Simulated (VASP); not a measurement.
Level of theory: PBE GGA, VASP's PBE PAW potentials (set 64) (plane waves; VASP).

VASP input:

POSCAR:
```
CoGe
17.77740
  0.2032700507   0.0000000000   0.0000000000
 -0.1016350535   0.1760370470   0.0000000000
  0.0000000000   0.0000000000   1.0000000000
Co Ge
2 2
Cart
  0.0000000000   0.0000000000   0.6062420000
  0.0000000000   0.0000000000   0.4645840000
 -0.0000001204   0.1173580900   0.3937580000
  0.1016351176   0.0586789570   0.5354100000
```

KPOINTS:
```
Automatic mesh
0
Gamma
4 4 1
0 0 0
```

**INCAR**
```
# general
SYSTEM   =  CoGe
PREC     =  Accurate
ENCUT    =  300
LREAL    =  .FALSE.
LASPH    =  .TRUE.

# electronic loop
EDIFF    =  1E-6
NELM     =  100
ALGO     =  Normal
LMAXMIX  =  4

# smearing
ISMEAR   =  0
SIGMA    =  0.136

# functional
GGA      =  PE

# spin
ISPIN    =  2
MAGMOM   =  3.0 3.0 0.0 0.0

# ions
ISIF     =  2

# output
LWAVE    =  .FALSE.
LCHARG   =  .FALSE.
LORBIT   =  11
```

POTCAR, in this order: Co Ge_d (PBE.64 set). Program: vasp_std.

The run wrote:

**OSZICAR**
```
       N       E                     dE             d eps       ncg     rms          rms(c)
DAV:   1     0.314719051847E+03    0.31472E+03   -0.17939E+04   592   0.177E+03
DAV:   2     0.211457377318E+02   -0.29357E+03   -0.28420E+03   504   0.474E+02
DAV:   3    -0.218779668988E+02   -0.43024E+02   -0.42508E+02   638   0.150E+02
DAV:   4    -0.234224477448E+02   -0.15445E+01   -0.15426E+01   528   0.339E+01
DAV:   5    -0.234955904615E+02   -0.73143E-01   -0.73136E-01   670   0.637E+00    0.191E+01
DAV:   6    -0.444125340879E+02   -0.20917E+02   -0.21997E+02   586   0.132E+02    0.487E+01
DAV:   7    -0.269727844794E+02    0.17440E+02   -0.34577E+01   540   0.583E+01    0.259E+01
DAV:   8    -0.211059641062E+02    0.58668E+01   -0.21302E+01   516   0.444E+01    0.224E+01
DAV:   9    -0.191278037628E+02    0.19782E+01   -0.31632E+01   664   0.407E+01    0.158E+01
DAV:  10    -0.182810802090E+02    0.84672E+00   -0.29567E+00   656   0.220E+01    0.482E+00
DAV:  11    -0.179861390572E+02    0.29494E+00   -0.11232E+00   606   0.785E+00    0.465E+00
DAV:  12    -0.176895173839E+02    0.29662E+00   -0.24072E-01   554   0.409E+00    0.373E+00
DAV:  13    -0.173838870090E+02    0.30563E+00   -0.25414E-01   562   0.332E+00    0.204E+00
DAV:  14    -0.175522572209E+02   -0.16837E+00   -0.19775E-01   552   0.289E+00    0.140E+00
DAV:  15    -0.181274774039E+02   -0.57522E+00   -0.16646E-01   492   0.237E+00    0.116E+00
DAV:  16    -0.189715433747E+02   -0.84407E+00   -0.39817E-01   500   0.223E+00    0.119E+00
DAV:  17    -0.196533372472E+02   -0.68179E+00   -0.38836E-01   562   0.265E+00    0.756E-01
DAV:  18    -0.200892407676E+02   -0.43590E+00   -0.26603E-01   574   0.190E+00    0.625E-01
DAV:  19    -0.202630434032E+02   -0.17380E+00   -0.10675E-01   576   0.130E+00    0.944E-01
DAV:  20    -0.203890738765E+02   -0.12603E+00   -0.13981E-01   510   0.160E+00    0.425E-01
DAV:  21    -0.204775920766E+02   -0.88518E-01   -0.41619E-02   530   0.923E-01    0.865E-01
DAV:  22    -0.205627522040E+02   -0.85160E-01   -0.72662E-02   498   0.152E+00    0.207E-01
DAV:  23    -0.206018936452E+02   -0.39141E-01   -0.96117E-03   528   0.589E-01    0.159E-01
DAV:  24    -0.206382288686E+02   -0.36335E-01   -0.33241E-03   548   0.244E-01    0.121E-01
DAV:  25    -0.206637559450E+02   -0.25527E-01   -0.31619E-03   524   0.292E-01    0.738E-02
DAV:  26    -0.206776847312E+02   -0.13929E-01   -0.13630E-03   490   0.142E-01    0.390E-02
DAV:  27    -0.206803767729E+02   -0.26920E-02   -0.45105E-04   478   0.104E-01    0.405E-02
DAV:  28    -0.206814402700E+02   -0.10635E-02   -0.10829E-04   484   0.679E-02    0.276E-02
DAV:  29    -0.206819825487E+02   -0.54228E-03   -0.68868E-05   480   0.510E-02    0.109E-02
DAV:  30    -0.206822914728E+02   -0.30892E-03   -0.41207E-05   470   0.285E-02    0.150E-02
DAV:  31    -0.206823600183E+02   -0.68546E-04   -0.10276E-05   460   0.171E-02    0.107E-02
DAV:  32    -0.206824675339E+02   -0.10752E-03   -0.91241E-06   450   0.107E-02    0.297E-03
DAV:  33    -0.206825159919E+02   -0.48458E-04   -0.37571E-06   446   0.684E-03    0.236E-03
DAV:  34    -0.206825470554E+02   -0.31063E-04   -0.14154E-06   386   0.408E-03    0.212E-03
DAV:  35    -0.206825700959E+02   -0.23040E-04   -0.18404E-06   398   0.401E-03    0.156E-03
DAV:  36    -0.206825727658E+02   -0.26699E-05   -0.16082E-07   380   0.204E-03    0.834E-04
DAV:  37    -0.206825740444E+02   -0.12786E-05   -0.10566E-07   360   0.134E-03    0.533E-04
DAV:  38    -0.206825747893E+02   -0.74493E-06   -0.69300E-08   360   0.115E-03
   1 F= -.20682575E+02 E0= -.20661057E+02  d E =-.430360E-01  mag=     1.3157
```

File OUTCAR:
```
------------------------ aborting loop because EDIFF is reached ----------------------------------------
  FORCE on cell =-STRESS in cart. coord.  units (eV):
  Direction    XX          YY          ZZ          XY          YZ          ZX
  --------------------------------------------------------------------------------------
  Total       -4.5004162     -4.5004172     -2.8069208      0.0000007      0.0000000      0.0000000
  in kB      -35.8658446    -35.8658525    -22.3696164      0.0000057      0.0000000      0.0000000
  external PRESSURE =     -31.3671045 kB  Pullay stress =       0.0000000 kB
  volume of cell :      201.04
      direct lattice vectors                 reciprocal lattice vectors
     3.613613000  0.000000000  0.000000000     0.276731349  0.159770946  0.000000000
    -1.806807000  3.129481000  0.000000000     0.000000000  0.319541803  0.000000000
     0.000000000  0.000000000 17.777400000     0.000000000  0.000000000  0.056251195
 POSITION                                       TOTAL-FORCE (eV/Angst)
 -----------------------------------------------------------------------------------
      0.00000      0.00000     10.77741         0.000000      0.000000     -0.717054
      0.00000      0.00000      8.25910         0.000000      0.000000     -1.120443
     -0.00000      2.08632      6.99999         0.000000      0.000000      1.142239
      1.80681      1.04316      9.51820        -0.000000     -0.000000      0.695258
 -----------------------------------------------------------------------------------
    total drift:                                0.000154     -0.000091      0.001528
  FREE ENERGIE OF THE ION-ELECTRON SYSTEM (eV)
  ---------------------------------------------------
  free  energy   TOTEN  =       -20.6825747893 eV

  energy  without entropy=      -20.6395388169  energy(sigma->0) =      -20.66105680

 total charge

# of ion       s       p       d       tot
------------------------------------------
    1        0.366   0.237   7.369   7.972
    2        0.458   0.406   7.463   8.327
    3        1.235   0.949  10.014  12.198
    4        1.133   1.173  10.067  12.374
--------------------------------------------------
tot          3.192   2.765  34.913  40.870

 magnetization (x)

# of ion       s       p       d       tot
------------------------------------------
    1        0.023   0.002   1.164   1.189
    2        0.001  -0.015   0.191   0.177
    3        0.006  -0.011  -0.001  -0.006
    4       -0.004  -0.056  -0.005  -0.064
--------------------------------------------------
tot          0.027  -0.079   1.348   1.296
```
(Selected blocks of OUTCAR.)

At this cut-off the stress carries a Pulay error, which pulls relaxed volumes low. The cell holds a wide vacuum, so values per volume refer to the whole cell.

The cell is a sheet with vacuum, built from a generated structure.
